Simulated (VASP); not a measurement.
VASP, PAW. Cohesive energy of CrO$_{2}$ (rutile) (static; atoms at Hund's-rule spin).

| level | cohesive energy (eV/atom) |
|---|---|
| RPBE | 4.81 |

### Question
Estimate the cohesive energy from PBEsol, PBE-D3(BJ).

### Answer

| Quantity | Result |
|---|---|
| PBEsol | 5.76 eV/atom |
| PBE-D3(BJ) | 5.49 eV/atom |

Only levels that ran to the end are used. Left out are those held back, those with too coarse a band path, GW runs whose mesh misses a band edge, hybrids' fits of cells that aren't cubic and levels without matching references; a question may draw on a part of the rest.
